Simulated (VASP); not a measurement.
The system is BaZrO3.

```
CELL_PARAMETERS angstrom
4.23495 0.00000 0.00000
0.00000 4.23495 0.00000
0.00000 0.00000 4.23495
ATOMIC_POSITIONS crystal
Ba 0.00000 0.00000 0.00000
Zr 0.50000 0.50000 0.50000
O 0.50000 0.50000 0.00000
O 0.00000 0.50000 0.50000
O 0.50000 0.00000 0.50000
```

The cell was built by a generator and needn't be a form met in nature.

Base run:

```yaml
Program: VASP 6.6.1
Functional: PBE
Potentials_or_basis: VASP PAW PBE potentials, release 64 (Ba_sv, Zr_sv, O)
Cutoff: 520 eV
k_mesh: 6 × 6 × 6
Occupations: gaussian, width 0.02 eV
Spin: no spin polarisation
```

Its results: band gap on the k mesh 3.12 eV, indirect (least direct gap 3.38 eV); pressure 0.1 GPa.

Problem. The run is repeated on the same cell with these changes: functional from PBE to HSE06. What comes out?

Solution. Band gap on the k mesh 4.62 eV, indirect (least direct gap 4.93 eV); pressure -3.8 GPa.

HSE06 gives the wider gap, since exact exchange removes part of the self-interaction.

Caveats: spin-orbit coupling is left out, which moves the levels of the heavy elements; the PAW data sets were made with another functional, which shifts forces and pressure a little (some runs).

A k mesh can miss the band edges.
